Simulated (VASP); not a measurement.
Given:

```xyz
2
Lattice="0.0000 2.8247 2.8247 2.8247 0.0000 2.8247 2.8247 2.8247 0.0000" Properties=species:S:1:pos:R:3 pbc="T T T"
Mg     0.0000     0.0000     0.0000
S      1.4123     1.4123     1.4123
```

These are PBEsol GGA, VASP's PBE PAW potentials (set 64) (plane waves; VASP) values and carry that method's errors. Run with 400 eV cut-off, Gaussian smearing of 0.050 eV, potentials Mg S.

Problem. Estimate the band gap (along the path) with the smallest direct gap where there is one.

Solution. 
```json
{
 "band gap (along the path)": "3.33 eV",
 "smallest direct gap (along the path)": "3.33 eV"
}
```

Total energies compare only between runs with the same potentials, cut-off and functional.

The structure was generated: MgS was put into the zinc blende type (F-43m), which need not be its known phase. It was relaxed first.
